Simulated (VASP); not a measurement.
```yaml
crystal:
  lattice:
    - [0.00000, 2.01362, 2.01362]
    - [2.01362, 0.00000, 2.01362]
    - [2.01362, 2.01362, 0.00000]
  atoms:
    - { symbol: Li, position: [0.00000, 0.00000, 0.00000] }
    - { symbol: F, position: [0.50000, 0.50000, 0.50000] }
```

These are optB86b-vdW, VASP's PBE PAW potentials (set 64) (plane waves; VASP) values and carry that method's errors. Numerical set-up: 520 eV cut-off, Gaussian smearing of 0.050 eV, potentials Li_sv F.

Give the energies of bands 3 to 6 at the high-symmetry points, in eV from the valence-band maximum.

```json
[
 {"band": "3", "Γ": "0.00", "X": "-3.00", "U": "-2.50", "L": "-2.51", "W": "-2.07"},
 {"band": "4", "Γ": "0.00", "X": "-1.00", "U": "-1.56", "L": "-0.23", "W": "-2.07"},
 {"band": "5", "Γ": "0.00", "X": "-1.00", "U": "-0.74", "L": "-0.23", "W": "-0.80"},
 {"band": "6", "Γ": "9.21", "X": "14.90", "U": "14.56", "L": "10.87", "W": "15.13"}
]
```

The gap is direct, 9.21 eV, from the valence maximum at Γ to the conduction minimum at Γ.

Measured: gap 15.35 eV (computed value off by -6.14 eV), as given by Wei Chen et al., Physical Review Materials (2018), doi:10.1103/physrevmaterials.2.073803 [zero-point renormalisation of 1.15 eV added back (the table's ZPR column)].

The compound is LiF in the rock salt structure. It was relaxed first.
